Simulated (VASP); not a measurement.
## Zr (space group P6_3/mmc): computed properties

Computed with LDA (Ceperley-Alder, Perdew-Zunger), VASP's LDA PAW potentials (set 64) (plane waves; VASP).

```json
{
  "space_group": "P6_3/mmc (194)",
  "cell": "a = b = 3.142 Å, c = 5.093 Å, α = β = 90.00°, γ = 120.00°",
  "volume_per_atom": "21.77 Å^3/atom",
  "band gap (over mesh and band path)": "none (metal, semimetal or under 0.01 eV)",
  "density": "6.96 g/cm³"
}
```

Zr has the hexagonal space group P6₃/mmc (No. 194), the hcp (Mg type) structure, Pearson symbol hP2. Cell: a = 3.1417 Å, b = 3.1417 Å, c = 5.0926 Å, α = 90.00°, β = 90.00°, γ = 120.00°. Zr on 2c has 12 Zr at 3.126–3.142 Å (anticuboctahedral). (Neighbours: up to the widest gap in distance over summed covalent radii, below 1.35, at either atom.)

The structure comes from a computed database's Zr entry (P6_3/mmc); how it stands against other phases isn't given here. It was relaxed first, which changed the volume by -7 %. Symmetry was kept, so distortions that lower it aren't found.
